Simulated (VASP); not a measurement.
Zn:

```
CELL_PARAMETERS angstrom
2.67000 0.00000 0.00000
-1.33500 2.31229 0.00000
0.00000 0.00000 4.96600
ATOMIC_POSITIONS crystal
Zn 0.33333 0.66667 0.25000
Zn 0.66667 0.33333 0.75000
```

- Program: VASP 6.6.1
- Task: relaxation of cell and atoms
- Functional: AM05
- Potentials or basis: VASP PAW PBE potentials, release 64 (Zn)
- Cutoff: 600 eV
- k mesh: 18 × 18 × 8
- Occupations: methfessel-paxton, width 0.1 eV
- Spin: no spin polarisation

At the start: pressure -5.6 GPa; volume 15.33 Å³/atom.

Problem. How do energy, volume and symmetry change on relaxing?

Solution. Over 12 steps the energy falls by 21.2 meV/atom and the volume is 14.17 Å³/atom (-7.6 %); space group P6_3/mmc (No. 194, to 0.05 Å).

Step by step:
| step | energy change (eV) | largest force (eV/Å) | pressure (GPa) | volume (Å³) |
| --- | --- | --- | --- | --- |
| 1 | 0.0000 | 0.0000 | -5.57 | 30.66 |
| 2 | -0.0411 | 0.0000 | 0.46 | 28.35 |
| 3 | -0.0414 | 0.0000 | -0.03 | 28.50 |
| 4 | -0.0413 | 0.0000 | -0.12 | 28.54 |
| 5 | -0.0416 | 0.0000 | -0.20 | 28.52 |
| 6 | -0.0421 | 0.0000 | -0.15 | 28.46 |
| 7 | -0.0422 | 0.0000 | -0.19 | 28.43 |
| 8 | -0.0425 | 0.0000 | -0.12 | 28.38 |
| 9 | -0.0408 | 0.0000 | -0.05 | 28.26 |
| 10 | -0.0425 | 0.0000 | -0.10 | 28.37 |
| 11 | -0.0424 | 0.0000 | 0.21 | 28.27 |
| 12 | -0.0425 | 0.0000 | 0.01 | 28.33 |

Final structure:
```cif
data_structure
_symmetry_space_group_name_H-M 'P 1'
_symmetry_Int_Tables_number 1
_cell_length_a 2.6171
_cell_length_b 2.6171
_cell_length_c 4.7767
_cell_angle_alpha 90.000
_cell_angle_beta 90.000
_cell_angle_gamma 120.000
_cell_volume 28.33
loop_
_atom_site_label
_atom_site_type_symbol
_atom_site_fract_x
_atom_site_fract_y
_atom_site_fract_z
_atom_site_occupancy
Zn1 Zn 0.33333 0.66667 0.25000 1
Zn2 Zn 0.66667 0.33333 0.75000 1
```

Caveat: the PAW data sets were made with another functional, which shifts forces and pressure a little.
